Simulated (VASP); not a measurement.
All values below come from LDA (Ceperley-Alder, Perdew-Zunger), VASP's LDA PAW potentials (set 64) (plane waves; VASP).

Input for VASP

### POSCAR
```
CdS
1.0
  0.0000000000   2.8859589875   2.8859589875
  2.8859589875   0.0000000000   2.8859589875
  2.8859589875   2.8859589875   0.0000000000
Cd S
1 1
Cart
  0.0000000000   0.0000000000   0.0000000000
  1.4429794938   1.4429794938   1.4429794938
```

INCAR:
```
SYSTEM  =  CdS
PREC  =  Accurate; ENCUT  =  520; LREAL  =  .FALSE.
LASPH  =  .TRUE.
EDIFF  =  1E-6; NELM  =  100; ALGO  =  Normal
LMAXMIX  =  4
ISMEAR  =  0; SIGMA  =  0.05
IBRION  =  2; NSW  =  60; ISIF  =  3
EDIFFG  =  -0.01
LWAVE  =  .FALSE.; LCHARG  =  .FALSE.
```

### KPOINTS
```
Automatic mesh
0
Gamma
7 7 7
0 0 0
```

POTCAR, in this order: Cd S (LDA.64 set). Program: vasp_std.

The run wrote:

### OSZICAR
```
       N       E                     dE             d eps       ncg     rms          rms(c)
DAV:   1     0.108824255995E+03    0.10882E+03   -0.90678E+03   520   0.127E+03
DAV:   2    -0.312487343053E+01   -0.11195E+03   -0.10747E+03   595   0.298E+02
DAV:   3    -0.788810984412E+01   -0.47632E+01   -0.47489E+01   615   0.632E+01
DAV:   4    -0.792142869561E+01   -0.33319E-01   -0.33314E-01   595   0.536E+00
DAV:   5    -0.792191622687E+01   -0.48753E-03   -0.48753E-03   615   0.617E-01    0.901E+00
DAV:   6    -0.743885879847E+01    0.48306E+00   -0.97609E-01   749   0.147E+01    0.692E+00
DAV:   7    -0.741220478788E+01    0.26654E-01   -0.17935E-01   535   0.356E+00    0.320E+00
DAV:   8    -0.740720955947E+01    0.49952E-02   -0.21062E-02   580   0.221E+00    0.270E-01
DAV:   9    -0.740672251005E+01    0.48705E-03   -0.30026E-03   590   0.971E-01    0.654E-02
DAV:  10    -0.740670470804E+01    0.17802E-04   -0.23370E-04   580   0.214E-01    0.615E-02
DAV:  11    -0.740671386998E+01   -0.91619E-05   -0.39541E-05   550   0.758E-02    0.330E-02
DAV:  12    -0.740671080916E+01    0.30608E-05   -0.24915E-05   692   0.710E-02    0.631E-03
DAV:  13    -0.740671065188E+01    0.15729E-06   -0.17099E-06   388   0.138E-02
   1 F= -.74067107E+01 E0= -.74067107E+01  d E =-.740671E+01
```

File OUTCAR:
```
------------------------ aborting loop because EDIFF is reached ----------------------------------------
  FORCE on cell =-STRESS in cart. coord.  units (eV):
  Direction    XX          YY          ZZ          XY          YZ          ZX
  --------------------------------------------------------------------------------------
  Total        0.0017888      0.0017888      0.0017888     -0.0000000     -0.0000000      0.0000000
  in kB        0.0596184      0.0596184      0.0596184     -0.0000000     -0.0000000      0.0000000
  external PRESSURE =       0.0596184 kB  Pullay stress =       0.0000000 kB
  volume of cell :       48.07
      direct lattice vectors                 reciprocal lattice vectors
     0.000000000  2.885958988  2.885958988    -0.173252635  0.173252635  0.173252635
     2.885958988  0.000000000  2.885958988     0.173252635 -0.173252635  0.173252635
     2.885958988  2.885958988  0.000000000     0.173252635  0.173252635 -0.173252635
  FREE ENERGIE OF THE ION-ELECTRON SYSTEM (eV)
  ---------------------------------------------------
  free  energy   TOTEN  =        -7.4067106519 eV

  energy  without entropy=       -7.4067106519  energy(sigma->0) =       -7.40671065

 reached required accuracy - stopping structural energy minimisation
```
(Selected blocks of OUTCAR.)

The compound is CdS in the zinc blende structure, a metastable form; wurtzite is the usual one. It was relaxed first. The start is the result of an earlier pass.
